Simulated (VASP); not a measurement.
Given:

```
CELL_PARAMETERS angstrom
      5.61255     0.00000     0.00000
     -2.80627     4.86061     0.00000
      0.00000     0.00000     9.12161
ATOMIC_POSITIONS crystal
  Tl 0.33333 0.66667 0.00012
  Tl 0.66667 0.33333 0.50012
  I  0.33333 0.66667 0.37488
  I  0.66667 0.33333 0.87488
```

Computed with PBE GGA, VASP's PBE PAW potentials (set 64) (plane waves; VASP). Settings: 400 eV cut-off, 5×5×3 Γ-centred mesh, tetrahedra with Blöchl corrections, potentials Tl_d I.

The cores are frozen, which limits the accuracy of field gradients.

Give the principal components of the electric field gradient (V/Å²) and the asymmetry η at each nucleus.

```
atom   Vxx   Vyy   Vzz     η
----  ----  ----  ----  ----
Tl1    1.4   1.4  -2.8  0.00
Tl2    1.4   1.4  -2.8  0.00
I3    -1.7  -1.7   3.4  0.00
I4    -1.7  -1.7   3.4  0.00
```

The structure was generated: TlI was put into the wurtzite type (P6_3mc), which need not be its known phase. It was relaxed first, which changed the volume by +76 %.
